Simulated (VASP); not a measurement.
Consider the following.

```
CELL_PARAMETERS angstrom
      4.31668     0.00000     0.00000
      0.00000     4.31668     0.00000
      0.00000     0.00000     4.31668
ATOMIC_POSITIONS crystal
  Cs 0.00000 0.00000 0.00000
  Br 0.50000 0.50000 0.50000
```

All values below come from rev-vdW-DF2, VASP's PBE PAW potentials (set 64) (plane waves; VASP 6.6.1). Settings: 520 eV cut-off, 6×6×6 Γ-centred mesh, Gaussian smearing of 0.050 eV, potentials Cs_sv Br.

Unless said otherwise, spin-orbit coupling is left out, though it shifts the bands of the heavy elements here.

Predict the energy per atom (σ→0), band gap (on the k-mesh) with the smallest direct gap where there is one.

```json
{
  "band gap (on the k-mesh)": "4.30 eV",
  "smallest direct gap (on the k-mesh)": "4.31 eV",
  "energy per atom (σ→0)": "-1.053 eV/atom"
}
```

Only differences to runs with the same potentials and settings are physical.

The compound is CsBr in the CsCl type structure. This cell is one point of a volume scan, at 1.03 of the reference volume.
